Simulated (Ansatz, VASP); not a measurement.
# SrP2Pb2 in two plane-wave programs

One calculation is typed for both programs; each brings its own data sets and cutoff. How far apart do they land? The cell is invented: As first built, before any earlier steps moved the atoms (in the runner's words): it takes the EuCd2P2 structure with some of its atoms replaced by other elements, volume scaled by an estimate. It may not be a known or stable phase. The cell is taken from a series of VASP runs on this material, whose earlier steps may have relaxed, scaled or displaced it; both programs get it as it stands.

Main program and level: Ansatz 0.2.0; plane waves, with VASP 6.6.1 beside it; relaxation of cell and atoms at PBE with D3(BJ).

## 1. The structure

The structure is trigonal, space group P-3m1 (No. 164). The conventional cell has a = 4.148 Å, b = 4.148 Å, c = 9.518 Å, α = 90.00°, β = 90.00°, γ = 120.00°. Nearest to Pb lie 3 P at 2.79 Å. Nearest to Sr lie 6 P at 3.03 Å. P has 3 Pb at 2.79 Å and 3 Sr at 3.03 Å nearest. As first built, before any earlier steps moved the atoms (in the runner's words): sites of the EuCd2P2 structure (space group 164) filled with other elements, volume scaled by an estimate. Farther neighbours are not listed.

## 2. VASP: relaxation of cell and atoms, PBE with D3(BJ)

The relaxed volume is the usual yardstick between codes: its relative difference is about their pressure difference at one cell divided by the bulk modulus.

Lines of VASP's logs that name or quote its potential files are left out, and so is its time.

Input file INCAR:

```
SYSTEM = SrP2Pb2
PREC = Accurate
ENCUT = 400
EDIFF = 1E-06
NELM = 100
ISMEAR = -1
SIGMA = 0.05
LREAL = .FALSE.
ALGO = Normal
GGA = PE
IVDW = 12
NBANDS = 30
LORBIT = 11
LWAVE = .FALSE.
LCHARG = .FALSE.
KPAR = 2
IBRION = 2
NSW = 60
ISIF = 3
EDIFFG = -0.01
```

Input file POSCAR:

```
SrP2Pb2
1.0
    4.1483518337      0.0000000000      0.0000000000
   -2.0741759169      3.5925784999      0.0000000000
    0.0000000000      0.0000000000      9.5180030072
Pb Sr P
2 1 2
Direct
    0.6666666700      0.3333333300      0.3447112829
    0.3333333300      0.6666666700      0.6552887171
    0.0000000000      0.0000000000      0.0000000000
    0.6666666700      0.3333333300      0.8051885360
    0.3333333300      0.6666666700      0.1948114640
```

Input file KPOINTS:

```
Automatic mesh
0
Gamma
6 6 3
0 0 0
```

PAW data sets: Pb_d, Sr_sv and P (PBE family, release 64).

Command:

```sh
mpirun -np 2 vasp_std
```

Numbers of over 12 decimals in the logs are rounded to 6 here.

The log of the run:

```text
[banner, memory and clock lines left out]
running    2 mpi-ranks, on    1 nodes
 distrk:  each k-point on    1 cores,    2 groups
 distr:  one band on    1 cores,    1 groups

 POSCAR found type information on POSCAR PbSrP
 POSCAR found :  3 types and       5 ions
 LDA part: xc-table for (Slater+PW92), standard interpolation
 POSCAR, INCAR and KPOINTS ok, starting setup
 FFT: planning ... GRIDC
 FFT: planning ... GRID_SOFT
 FFT: planning ... GRID
 WAVECAR not read
 entering main loop
       N       E                     dE             d eps       ncg     rms          rms(c)
DAV:   1     0.437854353522E+03    0.43785E+03   -0.19266E+04  1020   0.137E+03
DAV:   2     0.210274701103E+02   -0.41683E+03   -0.40152E+03  1056   0.385E+02
DAV:   3    -0.217679212690E+02   -0.42795E+02   -0.41597E+02  1392   0.142E+02
DAV:   4    -0.236137446249E+02   -0.18458E+01   -0.18376E+01  1648   0.303E+01
DAV:   5    -0.237185877819E+02   -0.10484E+00   -0.10478E+00  1532   0.507E+00    0.223E+01
DAV:   6    -0.219285341107E+02    0.17901E+01   -0.38014E+00  1440   0.123E+01    0.107E+01
DAV:   7    -0.219964678444E+02   -0.67934E-01   -0.11112E+00  1332   0.405E+00    0.325E+00
DAV:   8    -0.219885322441E+02    0.79356E-02   -0.85717E-02  1392   0.344E+00    0.940E-01
DAV:   9    -0.219888160163E+02   -0.28377E-03   -0.21369E-02  1346   0.897E-01    0.226E-01
DAV:  10    -0.219891628850E+02   -0.34687E-03   -0.18231E-03  1522   0.276E-01    0.115E-01
DAV:  11    -0.219894770367E+02   -0.31415E-03   -0.52436E-04  1542   0.143E-01    0.521E-02
DAV:  12    -0.219895132179E+02   -0.36181E-04   -0.79379E-05  1406   0.594E-02    0.299E-02
DAV:  13    -0.219895260961E+02   -0.12878E-04   -0.18342E-05  1298   0.212E-02    0.705E-03
DAV:  14    -0.219895264942E+02   -0.39812E-06   -0.37838E-06   996   0.111E-02
   1 F= -.23708320E+02 E0= -.23707332E+02  d E =-.237083E+02
[...]
2 F= -.23710227E+02 E0= -.23709270E+02  d E =-.190718E-02
[...]
3 F= -.23711344E+02 E0= -.23710436E+02  d E =-.302354E-02
[...]
4 F= -.23711345E+02 E0= -.23710435E+02  d E =-.302489E-02
 curvature:  -1.27 expect dE=-0.114E-03 dE for cont linesearch -0.146E-06
 trial: gam= 0.04506 g(F)=  0.376E-04 g(S)=  0.521E-04 ort =-0.165E-04 (trialstep = 0.131E+01)
 search vector abs. value=  0.930E-04
 bond charge predicted
       N       E                     dE             d eps       ncg     rms          rms(c)
DAV:   1    -0.219948416467E+02   -0.37524E-02   -0.38889E-02  1276   0.230E+00    0.193E-01
DAV:   2    -0.219940631811E+02    0.77847E-03   -0.26920E-03  1376   0.650E-01    0.683E-02
DAV:   3    -0.219939152526E+02    0.14793E-03   -0.62437E-04  1384   0.300E-01    0.301E-02
DAV:   4    -0.219939141591E+02    0.10935E-05   -0.37470E-05  1450   0.339E-02    0.295E-02
DAV:   5    -0.219939130425E+02    0.11166E-05   -0.62240E-06  1652   0.183E-02    0.126E-02
DAV:   6    -0.219939102350E+02    0.28075E-05   -0.32472E-06  1252   0.110E-02    0.391E-03
DAV:   7    -0.219939094172E+02    0.81785E-06   -0.52961E-07   600   0.488E-03
   5 F= -.23711407E+02 E0= -.23710510E+02  d E =-.621906E-04
 trial-energy change:   -0.000062  1 .order   -0.000062   -0.000116   -0.000008
 step:   1.3992(harm=  1.3992)  dis= 0.00127  next Energy=   -23.711407 (dE=-0.623E-04)
 reached required accuracy - stopping structural energy minimisation
```

Parts of OUTCAR (step 2):

```text
ion  position               nearest neighbor table
   1  0.667  0.333  0.345-   5 2.79   5 2.79   5 2.79   2 3.80   2 3.80   2 3.80   3 4.06   3 4.06
                             3 4.06
   2  0.333  0.667  0.655-   4 2.79   4 2.79   4 2.79   1 3.80   1 3.80   1 3.80   3 4.06   3 4.06
                             3 4.06
   3  0.000  0.000  0.000-   4 3.03   5 3.03   4 3.03   5 3.03   4 3.03   5 3.03   1 4.06   2 4.06
                             2 4.06   1 4.06   1 4.06   2 4.06
   4  0.667  0.333  0.805-   2 2.79   2 2.79   2 2.79   3 3.03   3 3.03   3 3.03
   5  0.333  0.667  0.195-   1 2.79   1 2.79   1 2.79   3 3.03   3 3.03   3 3.03

  LATTYP: Found a hexagonal cell.
 ALAT       =     4.1483518337
 C/A-ratio  =     2.2944059204

 Subroutine GETGRP returns: Found 12 space group operations
 (whereof 12 operations were pure point group operations)

The static configuration has the point symmetry D_3d.

 Found     17 irreducible k-points:

   k-points           NKPTS =     17   k-points in BZ     NKDIM =     17   number of bands    NBANDS=     30

   dimension x,y,z NGX =    28 NGY =   28 NGZ =   64
   dimension x,y,z NGXF=    56 NGYF=   56 NGZF=  128

   ENCUT  =  400.0 eV  29.40 Ry    5.42 a.u.   6.76  6.76 15.52*2*pi/ulx,y,z

   NELECT =      48.0000    total number of electrons

 k-points in reciprocal lattice and weights: Automatic mesh
   0.00000000  0.00000000  0.00000000       0.009
   0.16666667  0.00000000  0.00000000       0.056
   0.33333333  0.00000000  0.00000000       0.056
   0.50000000  0.00000000  0.00000000       0.028
   0.16666667  0.16666667  0.00000000       0.056
   0.33333333  0.16666667  0.00000000       0.111
   0.33333333  0.33333333  0.00000000       0.019
   0.00000000  0.00000000  0.33333333       0.019
   0.16666667  0.00000000  0.33333333       0.056
[...]
-0.16666667  0.50000000  0.33333333       0.111
   0.33333333  0.33333333  0.33333333       0.037

 Edisp (eV)   -1.72026

 average (electrostatic) potential at core
       1 -92.3050       2 -92.3050       3 -35.8248       4 -82.9691       5 -82.9691

 E-fermi :   5.3641

 k-point     1 :       0.0000    0.0000    0.0000
  band No.  band energies     occupation
    ...
     20       3.7866      2.00000
     21       3.7866      2.00000
     22       4.3730      2.00000
     23       4.3730      2.00000
     24       5.3257      1.36586
     25       5.5193      0.08589
     26       7.4409      0.00000
     27       7.4409      0.00000
     28       7.7703      0.00000
     29       8.4798      0.00000
    ...

 k-point     2 :       0.1667    0.0000    0.0000
  band No.  band energies     occupation
    ...
     20       3.2592      2.00000
     21       3.3086      2.00000
     22       3.5667      2.00000
     23       3.9415      2.00000
     24       4.5905      2.00000
     25       6.3781      0.00000
     26       7.1751      0.00000
     27       7.6099      0.00000
     28       7.9827      0.00000
     29       8.4317      0.00000
    ...

 k-point     3 :       0.3333    0.0000    0.0000
  band No.  band energies     occupation
    ...
     20       2.3922      2.00000
     21       3.1588      2.00000
     22       3.3251      2.00000
     23       3.4363      2.00000
     24       3.8768      2.00000
     25       5.9264      0.00003
     26       6.8126      0.00000
     27       7.2497      0.00000
     28       7.8591      0.00000
     29       7.8932      0.00000
    ...

 Edisp (eV)   -1.71750

  Total      -0.00955    -0.00955    -0.01737     0.00000     0.00000     0.00000
  in kB      -0.10775    -0.10775    -0.19599     0.00000     0.00000     0.00000
  external pressure =       -0.14 kB  Pullay stress =        0.00 kB

  energy-cutoff  :      400.00
  volume of cell :      141.98
      direct lattice vectors                 reciprocal lattice vectors
     4.130009380  0.000000000 -0.000000000     0.242130201  0.139793920 -0.000000000
    -2.065004690  3.576693463  0.000000000    -0.000000000  0.279587840 -0.000000000
    -0.000000000  0.000000000  9.611358597     0.000000000 -0.000000000  0.104043564

 POSITION                                       TOTAL-FORCE (eV/Angst)
 -----------------------------------------------------------------------------------
      2.06500      1.19223      3.31266         0.000000     -0.000000     -0.007886
     -0.00000      2.38446      6.29869         0.000000      0.000000      0.007886
      4.13001      0.00000     -0.00000        -0.000000      0.000000      0.000000
      2.06500      1.19223      7.73195         0.000000     -0.000000     -0.006776
     -0.00000      2.38446      1.87941        -0.000000      0.000000      0.006776
 -----------------------------------------------------------------------------------
    total drift:                                0.000000     -0.000000     -0.000000

  FREE ENERGIE OF THE ION-ELECTRON SYSTEM (eV)
  ---------------------------------------------------
  free  energy   TOTEN  =       -23.7114070723 eV

  energy  without entropy=      -23.7096128243  energy(sigma->0) =      -23.71050995

 reached required accuracy - stopping structural energy minimisation

 total charge
# of ion       s       p       d       tot
------------------------------------------
    1        1.392   0.742   9.823  11.957
    2        1.392   0.742   9.823  11.957
    3        2.016   5.769   0.251   8.036
    4        1.050   1.461   0.000   2.511
    5        1.050   1.461   0.000   2.511
--------------------------------------------------
tot          6.902  10.174  19.897  36.972

[... 3 further parts left out ...]
```

CONTCAR:

```
SrP2Pb2
   1.00000000000000
     4.1300093799418827    0.0000000000002558   -0.0000000000000000
    -2.0650046900204990    3.5766934632919276    0.0000000000000000
    -0.0000000000000000    0.0000000000000000    9.6113585965490795
  Pb              Sr              P
     2     1     2
Direct
     0.6666666699999979    0.3333333300000021    0.3446614700106406
     0.3333333300000021    0.6666666699999979    0.6553385299893595
     1.0000000000000000    0.0000000000000000    0.0000000000000000
     0.6666666699999979    0.3333333300000021    0.8044597831067224
     0.3333333300000021    0.6666666699999979    0.1955402168932776
```

The run keeps the 12 symmetry operations of its start, so it cannot find a distortion of lower symmetry.

[end of part 1 of 2]

[Lines on the potential files, build, host, timing and source positions are cut from VASP's logs without a mark.]

[Logs are printed without paths, hosts, clocks, repeated set-up lines and the standing remarks that a program may print on its own settings, such as how far it seeks lower states.]

[Hosts, paths, dates, database ids (printed as entryN), source tags and the programs' standing remarks are cut or masked in the printed files.]
